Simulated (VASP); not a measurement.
An input for Quantum ESPRESSO's pw.x (written as the equivalent of a VASP run, and not itself run):

```
&CONTROL
  calculation = 'vc-relax'
  pseudo_dir = './pseudo'
  outdir = './out'
  tprnfor = .true.
  tstress = .true.
  nstep = 30
  forc_conv_thr = 0.00039
/
&SYSTEM
  ibrav = 0
  nat = 3
  ntyp = 2
  ecutwfc = 86
  occupations = 'smearing'
  smearing = 'methfessel-paxton'
  degauss = 0.00735
  input_dft = 'vdw-df2-b86r'
/
&ELECTRONS
  conv_thr = 7.3e-09
  electron_maxstep = 100
/
&IONS
/
&CELL
  cell_dofree = 'shape'
/
ATOMIC_SPECIES
  Pt 195.084 Pt.upf
  Se 78.971 Se.upf
CELL_PARAMETERS angstrom
     1.9288446   -3.3408570    0.0000000
     1.9288446    3.3408570    0.0000000
     0.0000000    0.0000000    5.0703153
ATOMIC_POSITIONS crystal
  Pt   0.0000000  0.0000000  0.0000000
  Se   0.3333330  0.6666670  0.2603490
  Se   0.6666670  0.3333330  0.7396510
K_POINTS automatic
  9 9 6 0 0 0
```

Write the VASP files for the same calculation (rev-vdW-DF2).

Several could match; the one computed here: 
**POSCAR**
```
PtSe2
1
    1.9288445641    -3.3408570442     0.0000000000
    1.9288445641     3.3408570442     0.0000000000
    0.0000000000     0.0000000000     5.0703153032
Pt Se
1 2
Direct
  0.0000000000   0.0000000000   0.0000000000
  0.3333330000   0.6666670000   0.2603489813
  0.6666670000   0.3333330000   0.7396510187
```

**INCAR**
```
SYSTEM = PtSe2
PREC = Accurate; ENCUT = 520; LREAL = .FALSE.
LASPH = .TRUE.
EDIFF = 1E-7; NELM = 100; ALGO = Normal
LMAXMIX = 6
ISMEAR = 1; SIGMA = 0.1
GGA = MK; LUSE_VDW = .TRUE.; AGGAC = 0.0
PARAM1 = 0.1234568; PARAM2 = 0.7114; ZAB_VDW = -1.8867
IBRION = 2; NSW = 30; ISIF = 4
EDIFFG = -0.01
LWAVE = .FALSE.; LCHARG = .FALSE.
```

KPOINTS:
```
Regular mesh
0
gamma
9 9 6
0 0 0
```

POTCAR, in this order: Pt Se (PBE.64 set). Program: vasp_std.

Limits of the translation: the potentials are each code's own (VASP's PAW set, PseudoDojo norm-conserving files in pw.x), so ENCUT and ecutwfc are chosen apart and not converted; conv_thr bounds pw.x's estimated SCF error, while EDIFF bounds the energy change between steps; forc_conv_thr acts on force components and is met together with etot_conv_thr.

The compound is PtSe2 in the 1T layered structure. This cell is one point of a volume scan, at 1.06 of the reference volume. Symmetry was kept, so distortions that lower it aren't found.
